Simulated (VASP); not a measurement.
The input files of a VASP run:

**INCAR**
```
ALGO = Normal
EDIFF = 1E-6
EDIFFG = -0.02
ENCUT = 500
IBRION = 2
ISIF = 3
ISMEAR = 1
LASPH = .TRUE.
LCHARG = .FALSE.
LMAXMIX = 4
LREAL = .FALSE.
LWAVE = .FALSE.
NELM = 100
NSW = 40
PREC = Accurate
SIGMA = 0.1
SYSTEM = PdIn
```

### POSCAR
```
PdIn
1.0
  3.2179213625   0.0000000000   0.0000000000
  0.0000000000   3.2179213625   0.0000000000
  0.0000000000   0.0000000000   3.2179213625
In Pd
1 1
Cart
  1.6089606812   1.6089606812   1.6089606812
  0.0000000000   0.0000000000   0.0000000000
```

File KPOINTS:
```
Regular mesh
0
gamma
 11 11 11
```

POTCAR, in this order: In_d Pd (LDA.64 set). Program: vasp_std.

Problem. Translate this LDA calculation to Quantum ESPRESSO's pw.x.

Solution. One equivalent input (not run):
```
&CONTROL
  calculation = 'vc-relax'
  pseudo_dir = './pseudo'
  outdir = './out'
  tprnfor = .true.
  tstress = .true.
  nstep = 40
  forc_conv_thr = 0.00078
/
&SYSTEM
  ibrav = 0
  nat = 2
  ntyp = 2
  ecutwfc = 82
  occupations = 'smearing'
  smearing = 'methfessel-paxton'
  degauss = 0.00735
  input_dft = 'pz'
/
&ELECTRONS
  conv_thr = 7.3e-08
  electron_maxstep = 100
/
&IONS
/
&CELL
/
ATOMIC_SPECIES
  In 114.818 In.upf
  Pd 106.420 Pd.upf
CELL_PARAMETERS angstrom
     3.2179214    0.0000000    0.0000000
     0.0000000    3.2179214    0.0000000
     0.0000000    0.0000000    3.2179214
ATOMIC_POSITIONS crystal
  In   0.5000000  0.5000000  0.5000000
  Pd   0.0000000  0.0000000  0.0000000
K_POINTS automatic
  11 11 11 0 0 0
```
Limits of the translation: the potentials are each code's own (VASP's PAW set, PseudoDojo norm-conserving files in pw.x), so ENCUT and ecutwfc are chosen apart and not converted; conv_thr bounds pw.x's estimated SCF error, while EDIFF bounds the energy change between steps; forc_conv_thr acts on force components and is met together with etot_conv_thr.

The compound is PdIn in the CsCl type structure. It was relaxed first.
